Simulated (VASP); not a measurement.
An input for Quantum ESPRESSO's pw.x (written as the equivalent of a VASP run, and not itself run):

```
&CONTROL
  calculation = 'vc-relax'
  pseudo_dir = './pseudo'
  outdir = './out'
  tprnfor = .true.
  tstress = .true.
  nstep = 30
  forc_conv_thr = 0.00039
/
&SYSTEM
  ibrav = 0
  nat = 2
  ntyp = 1
  ecutwfc = 72
  occupations = 'smearing'
  smearing = 'methfessel-paxton'
  degauss = 0.00735
  input_dft = 'vdw-df2-b86r'
/
&ELECTRONS
  conv_thr = 7.3e-09
  electron_maxstep = 100
/
&IONS
/
&CELL
  cell_dofree = 'shape'
/
ATOMIC_SPECIES
  Re 186.207 Re.upf
CELL_PARAMETERS angstrom
     1.3824682   -2.3945051    0.0000000
     1.3824682    2.3945051    0.0000000
     0.0000000    0.0000000    4.4736036
ATOMIC_POSITIONS crystal
  Re   0.3333330  0.6666670  0.2500000
  Re   0.6666670  0.3333330  0.7500000
K_POINTS automatic
  15 15 8 0 0 0
```

### Question
Translate this input to VASP (INCAR, KPOINTS, POSCAR, choice of POTCAR).

### Answer
One answer among several that fit: 
POSCAR:
```
Re
1
    1.3824682418    -2.3945051197     0.0000000000
    1.3824682418     2.3945051197     0.0000000000
    0.0000000000     0.0000000000     4.4736035563
Re
2
Direct
  0.3333330000   0.6666670000   0.2500000000
  0.6666670000   0.3333330000   0.7500000000
```

INCAR:
```
AGGAC = 0.0
ALGO = Normal
EDIFF = 1E-7
EDIFFG = -0.01
ENCUT = 520
GGA = MK
IBRION = 2
ISIF = 4
ISMEAR = 1
LASPH = .TRUE.
LCHARG = .FALSE.
LMAXMIX = 6
LREAL = .FALSE.
LUSE_VDW = .TRUE.
LWAVE = .FALSE.
NELM = 100
NSW = 30
PARAM1 = 0.1234568
PARAM2 = 0.7114
PREC = Accurate
SIGMA = 0.1
SYSTEM = Re
ZAB_VDW = -1.8867
```

### KPOINTS
```
Automatic mesh
0
Gamma
15 15 8
0 0 0
```

POTCAR, in this order: Re (PBE.64 set). Program: vasp_std.

What does not carry over: the potentials are each code's own (VASP's PAW set, PseudoDojo norm-conserving files in pw.x), so ENCUT and ecutwfc are chosen apart and not converted; conv_thr bounds pw.x's estimated SCF error, while EDIFF bounds the energy change between steps; forc_conv_thr acts on force components and is met together with etot_conv_thr.

The compound is Re in the hcp structure. This run relaxes it. Symmetry was kept, so distortions that lower it aren't found.
